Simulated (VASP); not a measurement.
Energy against volume of KF (rock salt). All values below come from revPBE GGA, VASP's PBE PAW potentials (set 64) (plane waves; VASP).

```json
[
 {"V (Å³/atom)": "20.085", "E (eV/atom)": "-3.95255"},
 {"V (Å³/atom)": "20.726", "E (eV/atom)": "-3.95836"},
 {"V (Å³/atom)": "21.367", "E (eV/atom)": "-3.96075"},
 {"V (Å³/atom)": "22.008", "E (eV/atom)": "-3.96024"},
 {"V (Å³/atom)": "22.649", "E (eV/atom)": "-3.95731"}
]
```

Q: Fit a third-order Birch-Murnaghan equation of state.

A: 
```json
{
  "volume_per_atom": "21.56 Å³/atom",
  "bulk_modulus": "23.0 GPa",
  "pressure_derivative_of_the_bulk_modulus": "4.72",
  "lattice_constant_a": "5.567 Å"
}
```

The compound is KF in the rock salt structure. It was relaxed first, which changed the volume by +13 %.
